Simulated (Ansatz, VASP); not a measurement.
## ZnSb2O4 (ZnSb2O4 (P4_2/mbc)): VASP beside Ansatz

Aim: how closely do two programs agree when they are given the same cell, functional and k mesh? Of the first pair: The structure shown is the start of the Ansatz relaxation below; VASP solves that cell, so the two are compared at the walk's first step.

Main program and level: Ansatz 0.2.0; plane waves, with VASP 6.6.1 beside it; single point at r2SCAN.

## 1. Starting point

It takes space group P4_2/mbc (No. 135, tetragonal). Conventional cell: a = 8.534 Å, b = 8.534 Å, c = 5.952 Å, α = 90.00°, β = 90.00°, γ = 90.00°. Nearest to Zn lie 6 O at 2.07 to 2.17 Å. Nearest to Sb lie 3 O at 1.95 to 2.00 Å. O has 1 Sb at 1.95 Å and 2 Zn at 2.07 Å nearest. O has 2 Sb at 2.00 Å and 1 Zn at 2.17 Å nearest. Farther neighbours and most contacts between anions are not listed.

## 2. Ansatz: relaxation, r2SCAN

Ansatz runs on its PAW soft_1 files.

The two programs are compared at the cell with which this relaxation starts, whose forces are those of its first step.

input.yaml reads:

```yaml
crystal:
  lattice:
    - [8.5336034, 0.0, 0.0]
    - [0.0, 8.5336034, 0.0]
    - [0.0, 0.0, 5.9522532]
  atoms:
    - { symbol: Zn, position: [0.5, 0.0, 0.25] }
    - { symbol: Zn, position: [0.0, 0.5, 0.75] }
    - { symbol: Zn, position: [0.5, 0.0, 0.75] }
    - { symbol: Zn, position: [0.0, 0.5, 0.25] }
    - { symbol: Sb, position: [0.83665861, 0.82284939, 0.0] }
    - { symbol: Sb, position: [0.82284939, 0.16334139, 0.5] }
    - { symbol: Sb, position: [0.17715061, 0.83665861, 0.5] }
    - { symbol: Sb, position: [0.16334139, 0.17715061, 0.0] }
    - { symbol: Sb, position: [0.33665861, 0.67715061, 0.0] }
    - { symbol: Sb, position: [0.66334139, 0.32284939, 0.0] }
    - { symbol: Sb, position: [0.67715061, 0.66334139, 0.5] }
    - { symbol: Sb, position: [0.32284939, 0.33665861, 0.5] }
    - { symbol: O, position: [0.40473687, 0.85988564, 0.5] }
    - { symbol: O, position: [0.59526313, 0.14011436, 0.5] }
    - { symbol: O, position: [0.14011436, 0.40473687, 0.0] }
    - { symbol: O, position: [0.85988564, 0.59526313, 0.0] }
    - { symbol: O, position: [0.35988564, 0.90473687, 0.0] }
    - { symbol: O, position: [0.90473687, 0.64011436, 0.5] }
    - { symbol: O, position: [0.09526313, 0.35988564, 0.5] }
    - { symbol: O, position: [0.64011436, 0.09526313, 0.0] }
    - { symbol: O, position: [0.18008774, 0.68008774, 0.75] }
    - { symbol: O, position: [0.68008774, 0.81991226, 0.25] }
    - { symbol: O, position: [0.31991226, 0.18008774, 0.25] }
    - { symbol: O, position: [0.81991226, 0.31991226, 0.75] }
    - { symbol: O, position: [0.18008774, 0.68008774, 0.25] }
    - { symbol: O, position: [0.68008774, 0.81991226, 0.75] }
    - { symbol: O, position: [0.31991226, 0.18008774, 0.75] }
    - { symbol: O, position: [0.81991226, 0.31991226, 0.25] }
basis:
  ecutwfc: 500
  xc_grid: 2
hamiltonian:
  xc: r2scan
  pseudopotentials: { kind: paw, azcp: { folder: soft_1 } }
kpoints:
  mp_grid: { grid: [3, 3, 5] }
scf:
  occupations: { method: fermi_dirac, width: 0.01 }
  max_iter: 150
output:
  forces: true
  stress: true
relax:
  f_tol: 0.01
  max_steps: 60
  cell: {}
checkpoint:
  write: "../r2scan.run"
  compress: false
  write_wavefunctions: false
  write_every: 100000
```

Run with:

```bash
$ ansatz run input.yaml --threads 4 --pin off --max-ram 6594MiB --backend cpu --events-out ev --progress --plain --runs-dir out
```

Numbers of over 12 decimals in the logs are rounded to 6 here.

The log of the run:

```text
Engine: ansatz 0.2.0, aarch64-unknown-linux-gnu
Pseudopotentials: kind: paw
Pseudopotential: Zn, paw, valence charge 12, recommended cutoff 500 eV (meta_gga), soft_1/Zn.paw.azcp
Pseudopotential: Sb, paw, valence charge 15, recommended cutoff 500 eV (meta_gga), soft_1/Sb.paw.azcp
Pseudopotential: O, paw, valence charge 6, recommended cutoff 500 eV (meta_gga), soft_1/O.paw.azcp
Functional definition: r2SCAN
  parameter k0 = 0.174
  parameter k1 = 0.065
  parameter a1 = 4.9479
  exchange = r2scan_x(k0 = k0, k1 = k1, a1 = a1)
  correlation = r2scan_c
Crystal: 28 atoms, lattice volume = 433.457 Å³
Basis set: ecut = 500 eV, 10965 PW (Γ), exchange–correlation on 128×128×90 points (8 copies of the dense FFT grid, shifted against one another)
Bands: 160, of which v1, the nominal top of the filled ones, is band 132 counted from 1 (131 counted from 0)
Symmetry: 16 space group operations
Space group: P42/mbc (ITA 135), of the structure as read, at distance tolerance 7.6e-5 Å
k-points: 9 of 45
Non-local potential: Zn, projectors of the file, l = 0: 2, l = 1: 2, l = 2: 3, l = 3: 1
Non-local potential: Sb, projectors of the file, l = 0: 2, l = 1: 2, l = 2: 2, l = 3: 1
Non-local potential: O, projectors of the file, l = 0: 2, l = 1: 2, l = 2: 1
PAW form: soft (Blöchl's): semilocal exchange-correlation on the pseudo side does not see the compensation charge
PAW frozen core: Zn, regenerated for the run's functional (the file was generated under x = pbe(κ = 0.804, μ = 0.219515), c = pbe(β = 0.066725))
PAW frozen core: Sb, regenerated for the run's functional (the file was generated under x = pbe(κ = 0.804, μ = 0.219515), c = pbe(β = 0.066725))
PAW frozen core: O, regenerated for the run's functional (the file was generated under x = pbe(κ = 0.804, μ = 0.219515), c = pbe(β = 0.066725))
PAW one-centre angular grid: Zn, 590 points (default); XC on 160 Gauss nodes
PAW one-centre angular grid: Sb, 590 points (default); XC on 160 Gauss nodes
PAW one-centre angular grid: O, 302 points (default); XC on 160 Gauss nodes
Initial density: superposition of atomic densities (chi_scale 0.1, normalization cell, long waves kept (reshape's long-wave potential 0.17 eV rms))
Initial wavefunctions: pseudopotential atomic-orbital guess
Functional: x = r2scan, c = r2scan; τ floored in thin density (d = 2e-4 eV/Å³)
SCF iter   1: F=—  HF=-74396.597810 eV  |F-HF|=—  |Δ(HF+E_count)|=         —  Δρ=8.10e-2  dr2=2.04e1  dr2_τ=1.39e0  ethr=3.10e-3  ⟨swp⟩=6.0  Hψ=5755  notcnv=0
preconditioner: auto → Resta (q_TF=auto, 2.512 Å⁻¹)  ε∞=4.3  [insulator: Δε(μ)=3.199 eV  Ē_g=13.372 eV  σ=0.010 eV  W_gap=1.00  n_scr=112 (ndim 8)  ℏωp=24.2 eV  f_vac=0.031  D(μ)=0.00/eV (n_scr^D=0)  ε∞_Penn≈4.3]
SCF iter   2: F=—  HF=-74393.368883 eV  |F-HF|=—  |Δ(HF+E_count)|=    3.23e0  Δρ=3.15e-2  dr2=3.31e0  dr2_τ=1.70e-1  ethr=3.10e-3  ⟨swp⟩=2.1  Hψ=2440  notcnv=0  defer=195
SCF iter   3: F=—  HF=-74393.371173 eV  |F-HF|=—  |Δ(HF+E_count)|=   2.29e-3  Δρ=1.50e-2  dr2=7.96e-1  dr2_τ=2.45e-2  ethr=1.25e-3  ⟨swp⟩=2.1  Hψ=2255  notcnv=0  defer=130
automatic band count: iteration 3 solves 153 bands in place of 160: the levels show a gap, and the empty bands left out lie too high to hold charge; the band table lists the bands solved (type scf.n_extra_bands for more)
SCF iter   4: F=—  HF=-74393.456141 eV  |F-HF|=—  |Δ(HF+E_count)|=   8.50e-2  Δρ=6.33e-3  dr2=9.21e-2  dr2_τ=2.57e-3  ethr=3.02e-4  ⟨swp⟩=2.1  Hψ=2358  notcnv=0  defer=130
SCF iter   5: F=—  HF=-74393.506860 eV  |F-HF|=—  |Δ(HF+E_count)|=   5.07e-2  Δρ=3.60e-3  dr2=3.46e-2  dr2_τ=4.73e-3  ethr=3.49e-5  ⟨swp⟩=3.0  Hψ=2252  notcnv=0  defer=130
SCF iter   6: F=—  HF=-74393.498409 eV  |F-HF|=—  |Δ(HF+E_count)|=   8.45e-3  Δρ=7.50e-4  dr2=1.73e-3  dr2_τ=1.06e-4  ethr=1.31e-5  ⟨swp⟩=2.0  Hψ=2110  notcnv=0  defer=130
SCF iter   7: F=—  HF=-74393.499251 eV  |F-HF|=—  |Δ(HF+E_count)|=   8.42e-4  Δρ=2.74e-4  dr2=2.62e-4  dr2_τ=1.98e-5  ethr=6.57e-7  ⟨swp⟩=2.0  Hψ=2228  notcnv=0  defer=130
SCF iter   8: F=—  HF=-74393.499430 eV  |F-HF|=—  |Δ(HF+E_count)|=   1.79e-4  Δρ=1.92e-4  dr2=1.29e-4  dr2_τ=1.39e-5  ethr=9.93e-8  ⟨swp⟩=2.0  Hψ=2075  notcnv=0  defer=130
SCF iter   9: F=—  HF=-74393.499431 eV  |F-HF|=—  |Δ(HF+E_count)|=   8.50e-7  Δρ=3.86e-5  dr2=6.46e-6  dr2_τ=3.42e-7  ethr=4.89e-8  ⟨swp⟩=2.0  Hψ=2075  notcnv=0  defer=130
SCF iter  10: F=—  HF=-74393.499693 eV  |F-HF|=—  |Δ(HF+E_count)|=   2.62e-4  Δρ=1.20e-5  dr2=4.03e-7  dr2_τ=1.81e-8  ethr=2.45e-9  ⟨swp⟩=2.0  Hψ=1965  notcnv=0  defer=130
[...]
SCF 1 converged in 11 iterations: F = -74393.499693 eV  dr2 = 3.86e-8
[...]
SCF iter   6: F=—  HF=-74393.506063 eV  |F-HF|=—  |Δ(HF+E_count)|=   1.94e-7  Δρ=5.59e-6  dr2=9.04e-8  dr2_τ=7.65e-9  ethr=9.64e-11  ⟨swp⟩=2.0  Hψ=2565  notcnv=0
SCF iter   7: F=—  HF=-74393.506063 eV  |F-HF|=—  |Δ(HF+E_count)|=   1.45e-8  Δρ=1.73e-6  dr2=9.65e-9  dr2_τ=3.49e-10  ethr=3.42e-11  ⟨swp⟩=2.0  Hψ=2133  notcnv=0
SCF iter   8: F=—  HF=-74393.506063 eV  |F-HF|=—  |Δ(HF+E_count)|=   5.36e-9  Δρ=6.58e-7  dr2=1.54e-9  dr2_τ=1.33e-10  ethr=3.66e-12  ⟨swp⟩=2.0  Hψ=2061  notcnv=0
[...]
SCF iter   4: F=—  HF=-74393.507249 eV  |F-HF|=—  |Δ(HF+E_count)|=   7.52e-8  Δρ=5.47e-7  dr2=4.84e-10  dr2_τ=2.78e-10  ethr=8.22e-12  ⟨swp⟩=2.0  Hψ=2088  notcnv=0
SCF iter   5: F=-74393.507249 eV  HF=-74393.507249 eV  |F-HF|=4.37e-10  |Δ(HF+E_count)|=   2.74e-9  Δρ=2.72e-7  dr2=1.06e-10  dr2_τ=4.81e-11  ethr=1.00e-12  ⟨swp⟩=4.8  Hψ=4864  notcnv=0
SCF 7 converged in 5 iterations: F = -74393.507249 eV  dr2 = 1.06e-10
  greatest PAW one-centre occupation: 0.996 electrons in one spin orbital (limit 2), on the Sb atom at site 9 (counted from 0), in its partial waves of l = 2
relax step   7: F+E_penalty+E_count = -74393.50724883 eV  Δ(F+E_penalty+E_count) = -1.186e-3 eV  max|allowed force component| = 3.220e-3 eV/Å  Δτ_max = 0.0000 Å  P = -0.001 GPa  Ω = 435.329 Å³  stress off target by 3.37e-3 GPa  SCF on the basis re-selected at this cell (its energy is not comparable with the rows above)  (5 SCF iters)
basis re-selected at this cell: Δ(F+E_penalty+E_count) = -1.186e-3 eV, ΔP = -0.000 GPa vs the last step (what re-selecting the basis moved, of the pressure what is left beyond the Pulay correction that the steps carried, after the strain that the cell walked since its last selection, with what the two solves' SCF thresholds leave and, on support functions, any second-order correction that the steps lacked; it is no m [...]
SCF converged after 5 iterations
Free energy (F): -74393.507249 eV
Harris-Foulkes:  -74393.507249 eV  (|F-HF|=4.37e-10)
Internal energy: -74393.507249 eV  (E = F + TS)
E sigma→0 (E₀):  -74393.507249 eV
Fermi energy:    8.650656 eV
--- Per-component energies (eV) ---
  E_band       = -1611.993788
  E_kinetic    = 4593.837802
  E_local      = -29340.788434  (includes V_loc(G=0)·N_el)
  E_nonlocal   = 7286.577585
  E_hartree    = 11855.210584
  E_xc         = -2140.016832
  E_vxc        = -2600.731198  (∫ρ·V_xc dr)
  E_paw        = -46842.077244  (= ΣΔE_a)
  E_vpaw       = -5421.000491  (= ΣTr[D̂ρ^β])
  E_aug_tail   = 0.004998  (compensation charges beyond the density's cutoff)
  E_vtau       = 159.684936  (kinetic-family band-sum trace: ∫τ·v_τ [+ j·A + Jᵃ·Aᵃ] dr)
  E_ewald      = -19809.062639
  E_core_change = 2.806930  (= ΣΔE_core)
  E_smearing   = -0.000000  (= −TS)
  E_closure    = 0.000000  (closes the sum)
  Σ components = -74393.507249   (vs F -74393.507249, Δ=0.00e0)
--- Forces (eV/Å), atoms counted from 1 ---
  atom   1  Zn     0.00000000     0.00000000    -0.00000000
  atom   2  Zn     0.00000000    -0.00000000    -0.00000000
  atom   3  Zn    -0.00000000    -0.00000000     0.00000000
  atom   4  Zn    -0.00000000     0.00000000     0.00000000
  atom   5  Sb    -0.00321960     0.00001448     0.00000000
  atom   6  Sb     0.00001448     0.00321960     0.00000000
  atom   7  Sb    -0.00001448    -0.00321960    -0.00000000
  atom   8  Sb     0.00321960    -0.00001448    -0.00000000
  atom   9  Sb    -0.00321960    -0.00001448     0.00000000
  atom  10  Sb     0.00321960     0.00001448     0.00000000
  atom  11  Sb    -0.00001448     0.00321960    -0.00000000
  atom  12  Sb     0.00001448    -0.00321960     0.00000000
  atom  13  O     -0.00031021     0.00237089     0.00000000
  atom  14  O      0.00031021    -0.00237089    -0.00000000
  atom  15  O     -0.00237089    -0.00031021    -0.00000000
  atom  16  O      0.00237089     0.00031021     0.00000000
  atom  17  O      0.00237089    -0.00031021     0.00000000
  atom  18  O     -0.00031021    -0.00237089     0.00000000
  atom  19  O      0.00031021     0.00237089    -0.00000000
  atom  20  O     -0.00237089     0.00031021    -0.00000000
  atom  21  O      0.00184914     0.00184914     0.00000000
  atom  22  O      0.00184914    -0.00184914    -0.00000000
  atom  23  O     -0.00184914     0.00184914    -0.00000000
  atom  24  O     -0.00184914    -0.00184914    -0.00000000
  atom  25  O      0.00184914     0.00184914     0.00000000
  atom  26  O      0.00184914    -0.00184914     0.00000000
  atom  27  O     -0.00184914     0.00184914     0.00000000
  atom  28  O     -0.00184914    -0.00184914    -0.00000000
  max |Σ_I F_I| component: 2.06e-18 eV/Å
--- Stress (GPa, compression-positive) ---
        0.000766       0.000000       0.000000
        0.000000       0.000766      -0.000000
        0.000000      -0.000000      -0.003366
  P = ⅓ Tr σ = -0.0006 GPa (-0.006 kbar)
--- Relaxed structure (6 steps of the walk, 5 accepted, 1 SCFs on fresh bases) ---
  F+E_penalty+E_count = -74393.50724883 eV   max|allowed force component| = 3.220e-3 eV/Å   (the final SCF, on the basis selected at the relaxed cell)
  cell:  # Å, volume = 435.3291 Å³
    - [8.555228, 0, 0]
    - [0, 8.555228, 0]
    - [0, 0, 5.947775]
  atoms:
    - { symbol: Zn, position: [0.500000, 0, 0.250000] }
    - { symbol: Zn, position: [0, 0.500000, 0.75] }
    - { symbol: Zn, position: [0.500000, 0, 0.75] }
    - { symbol: Zn, position: [0, 0.500000, 0.250000] }
    - { symbol: Sb, position: [0.836753, 0.821781, 0] }
    - { symbol: Sb, position: [0.821781, 0.163247, 0.500000] }
    - { symbol: Sb, position: [0.178219, 0.836753, 0.500000] }
    - { symbol: Sb, position: [0.163247, 0.178219, 0] }
    - { symbol: Sb, position: [0.336753, 0.678219, 0] }
    - { symbol: Sb, position: [0.663247, 0.321781, 0] }
    - { symbol: Sb, position: [0.678219, 0.663247, 0.500000] }
    - { symbol: Sb, position: [0.321781, 0.336753, 0.500000] }
    - { symbol: O, position: [0.404308, 0.861804, 0.500000] }
    - { symbol: O, position: [0.595692, 0.138196, 0.500000] }
    - { symbol: O, position: [0.138196, 0.404308, 0] }
    - { symbol: O, position: [0.861804, 0.595692, 0] }
    - { symbol: O, position: [0.361804, 0.904308, 0] }
    - { symbol: O, position: [0.904308, 0.638196, 0.500000] }
    - { symbol: O, position: [0.095692, 0.361804, 0.500000] }
    - { symbol: O, position: [0.638196, 0.095692, 0] }
    - { symbol: O, position: [0.180699, 0.680699, 0.75] }
    - { symbol: O, position: [0.680699, 0.819301, 0.250000] }
    - { symbol: O, position: [0.319301, 0.180699, 0.250000] }
    - { symbol: O, position: [0.819301, 0.319301, 0.75] }
    - { symbol: O, position: [0.180699, 0.680699, 0.250000] }
    - { symbol: O, position: [0.680699, 0.819301, 0.75] }
    - { symbol: O, position: [0.319301, 0.180699, 0.75] }
    - { symbol: O, position: [0.819301, 0.319301, 0.250000] }
```

(Continued in part 2 of 3.)

[Lines on the potential files, build, host, timing and source positions are cut from VASP's logs without a mark.]

[Logs are printed without paths, hosts, clocks, repeated set-up lines and the standing remarks that a program may print on its own settings, such as how far it seeks lower states.]

[Hosts, paths, dates, database ids (printed as entryN), source tags and the programs' standing remarks are cut or masked in the printed files.]
